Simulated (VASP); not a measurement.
## ZnHgS$_{2}$ (space group R3m): computed properties

These are LDA (Ceperley-Alder, Perdew-Zunger), VASP's LDA PAW potentials (set 64) (plane waves; VASP 6.6.1) values and carry that method's errors.

```json
{
 "space_group": "R3m (160)",
 "cell": "a = b = 3.915 Å, c = 19.437 Å, α = β = 90.00°, γ = 120.00°",
 "volume_per_atom": "21.50 Å^3/atom",
 "band gap (over mesh and band path)": "0.36 eV",
 "smallest direct gap (over mesh and band path)": "0.36 eV",
 "band_edge_character": "direct, Γ to Γ",
 "density": "6.37 g/cm³"
}
```

HgZnS2 has the trigonal space group R3m, hexagonal axes (No. 160), Pearson symbol hR4. Conventional cell: a = b = 3.915 Å, c = 19.437 Å, α = β = 90.00°, γ = 120.00°. Zn on 3a has 4 S at 2.279–2.356 Å (tetrahedral). Hg on 3a is coordinated by 4 S at 2.484–2.493 Å (tetrahedral). S1 on 3a has 3 Zn at 2.356 Å and 1 Hg at 2.484 Å (tetrahedral). S2 on 3a sees 1 Zn at 2.279 Å and 3 Hg at 2.493 Å (tetrahedral). (Neighbours: up to the widest gap in distance over summed covalent radii, below 1.35, at either atom; cation-cation and far metal-metal contacts left out.)
(The calculation used a cell of 4 atoms; values per cell refer to that cell.)

Unless said otherwise, spin-orbit coupling is left out, though it shifts the bands of the heavy elements here.

The structure comes from a computed database's ZnHgS2 entry (R3m); how it stands against other phases isn't given here. It was relaxed first, which changed the volume by -8 %. Symmetry was kept, so distortions that lower it aren't found.
